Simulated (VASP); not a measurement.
Given:

```xyz
1
Lattice="2.9704 0.0000 0.0000 0.0000 2.9704 0.0000 0.0000 0.0000 2.9704" Properties=species:S:1:pos:R:3 pbc="T T T"
Hg     0.0000     0.0000     0.0000
```

Calculation: r2SCAN meta-GGA, VASP's PBE PAW potentials (set 64) (plane waves; VASP). Settings: 400 eV cut-off, 11×11×11 Γ-centred mesh, first-order Methfessel-Paxton smearing of 0.10 eV, potentials Hg.

Energy and stress use the plane-wave basis of the starting cell.

### Question
The ions, cell shape and volume are relaxed. Give the cell that the relaxation ends in.

### Answer

```xyz
1
Lattice="3.0177 0.0000 0.0000 0.0000 3.0177 0.0000 0.0000 0.0000 3.0177" Properties=species:S:1:pos:R:3 pbc="T T T"
Hg     0.0000     0.0000     0.0000
```
Space group Pm-3m (221), at a tolerance of 0.03 Å.

### Question
How do energy and volume change from the first to the last step?

### Answer
The energy (σ→0) changes by -7.0 meV/atom and the volume by +4.9 %, in 3 ionic steps.

The structure was generated: Hg was put into the simple-cubic type (Pm-3m), which need not be its known phase. This run relaxes it. Symmetry was kept, so distortions that lower it aren't found.
